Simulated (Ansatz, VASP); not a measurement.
**Two plane-wave programs on HfPb3I3**

INCAR

```
  PREC = Accurate
  ENCUT = 600
  EDIFF = 1E-6
  ISMEAR = 0
  SIGMA = 0.1
  LREAL = False
  LASPH = True
  NELM = 100
  ALGO = Normal
  ISIF = 3
  LWAVE = False
  LCHARG = False
  GGA = PE
  IBRION = 2
  NSW = 100
  EDIFFG = -0.01
```

KPOINTS

```
Automatic mesh
0
Gamma
  6 6 6
```

The input POSCAR:

```
HfPb3I3
1.0
    6.3927286300      0.0000000000      0.0000000000
    0.0000000000      6.3927286300      0.0000000000
    0.0000000000      0.0000000000      6.3927286300
Hf Pb I
1 3 3
Direct
    0.0000000000      0.0000000000      0.0000000000
    0.0000000000      0.5000000000      0.5000000000
    0.5000000000      0.0000000000      0.5000000000
    0.5000000000      0.5000000000      0.0000000000
    0.5000000000      0.0000000000      0.0000000000
    0.0000000000      0.5000000000      0.0000000000
    0.0000000000      0.0000000000      0.5000000000
```

Input for Ansatz:

```yaml
crystal:
  lattice:
    - [6.39272863, 0.0, 0.0]
    - [0.0, 6.39272863, 0.0]
    - [0.0, 0.0, 6.39272863]
  atoms:
    - { symbol: Hf, position: [0.0, 0.0, 0.0] }
    - { symbol: Pb, position: [0.0, 0.5, 0.5] }
    - { symbol: Pb, position: [0.5, 0.0, 0.5] }
    - { symbol: Pb, position: [0.5, 0.5, 0.0] }
    - { symbol: I, position: [0.5, 0.0, 0.0] }
    - { symbol: I, position: [0.0, 0.5, 0.0] }
    - { symbol: I, position: [0.0, 0.0, 0.5] }
basis:
  ecutwfc: 420
kpoints:
  mp_grid: { grid: [6, 6, 6] }
hamiltonian:
  xc: pbe
scf:
  occupations: { method: gaussian, width: 0.1 }
output:
  forces: true
  stress: true
  eigenvalues: true
  write_density: true
  write_potential: true
  elf: true
  volumetric_format: npy
relax:
  adjacent_minimum: "off"
  f_tol: 0.01
  max_steps: 80
  cell: { stress_tol: 0.05 }
```

Change from the starting cell: species swapped into the Ca3AsBr3 type (Pm-3m, No. 221).

Alike in both runs: task relaxation of cell and atoms; functional PBE; k mesh 6 × 6 × 6; occupations gaussian, width 0.1 eV; no spin polarisation.

```csv
,VASP,Ansatz
version,VASP 6.6.1,Ansatz 0.2.0
potentials or method,"VASP PAW PBE potentials, release 64 (Hf_pv, Pb_d, I)","scalar-relativistic, plane waves, PAW"
plane-wave cutoff (eV),600,420
valence electrons in the cell,73,119
```

```csv
,VASP,Ansatz,Ansatz less VASP
"gap on the k mesh at the Fermi level, each at its own relaxed structure (eV)",none,none,-
relaxed volume (Å³/atom),38.55,38.65,+0.094
relaxed cell length with the largest relative difference (Å),6.462,6.468,+0.0053
energy change over the relaxation (meV/atom),-3,-4,-0.6
```

A gap of «none» marks a metal or a gap that the smearing closes. The two sets of potentials don't hold the same shells in valence.

Caveats: an odd number of electrons without spin polarisation forces a metal; a magnetic or distorted state may lie lower. Spin-orbit coupling is left out, which matters for the levels of Hf, I, Pb.
